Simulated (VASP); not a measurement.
Given:

```
Rb
1.0
   -2.82500     2.82500     2.82500
    2.82500    -2.82500     2.82500
    2.82500     2.82500    -2.82500
Rb
1
Direct
  0.00000   0.00000   0.00000
```

All values below come from PBE GGA with D3 dispersion (zero damping), VASP's PBE PAW potentials (set 64) (plane waves; VASP). Settings: 520 eV cut-off, 8×8×8 Γ-centred mesh, first-order Methfessel-Paxton smearing of 0.10 eV, potentials Rb_sv.

**Question.** The ions, cell shape and volume are relaxed. Which structure does the run end with?

**Answer.** 
```
Rb
1.0
   -2.81068     2.81068     2.81068
    2.81068    -2.81068     2.81068
    2.81068     2.81068    -2.81068
Rb
1
Direct
  0.00000   0.00000   0.00000
```
Space group Im-3m (229), at a tolerance of 0.03 Å.

**Question.** How do energy and volume change from the first to the last step?

**Answer.** The energy (σ→0) changes by -0.2 meV/atom and the volume by -1.5 %, in 3 ionic steps.

| step | E(σ→0) (eV) | max force (eV/Å) | pressure (GPa) | volume (Å³) |
|---|---|---|---|---|
| 1 | -1.0569 | 0.000 | -0.05 | 90.18 |
| 2 | -1.0570 | 0.000 | -0.04 | 89.84 |
| 3 | -1.0571 | 0.000 | 0.00 | 88.82 |

The compound is Rb in the bcc structure. This run relaxes it. Symmetry was kept, so distortions that lower it aren't found.
